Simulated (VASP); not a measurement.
OSZICAR of a VASP run on PtAl₂ (fluorite):

### OSZICAR
```
       N       E                     dE             d eps       ncg     rms          rms(c)
DAV:   1     0.518604190258E+02    0.51860E+02   -0.68236E+03  1168   0.114E+03
DAV:   2    -0.158138902060E+02   -0.67674E+02   -0.61515E+02  1328   0.191E+02
DAV:   3    -0.177670763824E+02   -0.19532E+01   -0.19232E+01  1432   0.317E+01
DAV:   4    -0.177861100687E+02   -0.19034E-01   -0.18932E-01  1328   0.358E+00
DAV:   5    -0.177863835059E+02   -0.27344E-03   -0.27288E-03  1404   0.462E-01    0.885E+00
DAV:   6    -0.172917585085E+02    0.49462E+00   -0.24897E+00  1336   0.156E+01    0.235E+00
DAV:   7    -0.172026951266E+02    0.89063E-01   -0.19181E-01  1224   0.452E+00    0.171E+00
DAV:   8    -0.171669866484E+02    0.35708E-01   -0.34589E-02  1324   0.178E+00    0.243E-01
DAV:   9    -0.171670048586E+02   -0.18210E-04   -0.18103E-03  1336   0.408E-01    0.153E-01
DAV:  10    -0.171671840975E+02   -0.17924E-03   -0.38901E-04  1244   0.161E-01    0.196E-02
DAV:  11    -0.171671892291E+02   -0.51316E-05   -0.20292E-05  1356   0.472E-02    0.915E-03
DAV:  12    -0.171671944152E+02   -0.51860E-05   -0.11534E-05  1220   0.244E-02    0.269E-03
DAV:  13    -0.171671936258E+02    0.78936E-06   -0.45752E-07  1440   0.702E-03    0.587E-04
DAV:  14    -0.171671936816E+02   -0.55823E-07   -0.41514E-08   852   0.159E-03
   1 F= -.17167194E+02 E0= -.17167194E+02  d E =0.000000E+00
```

### Question
Which electronic solver shows in the log?

### Answer
It is blocked Davidson (ALGO = Normal, or the opening steps of other solvers). The INCAR had ALGO = Normal.

### Question
Can the final energy be trusted as converged?

### Answer
The calculation finished and met its thresholds. It stopped with EDIFF = 1E-7, NELM = 100 (AM05 GGA, plane waves, VASP's PBE PAW potentials (set 64)).

The compound is PtAl2 in the fluorite structure. It was relaxed first.
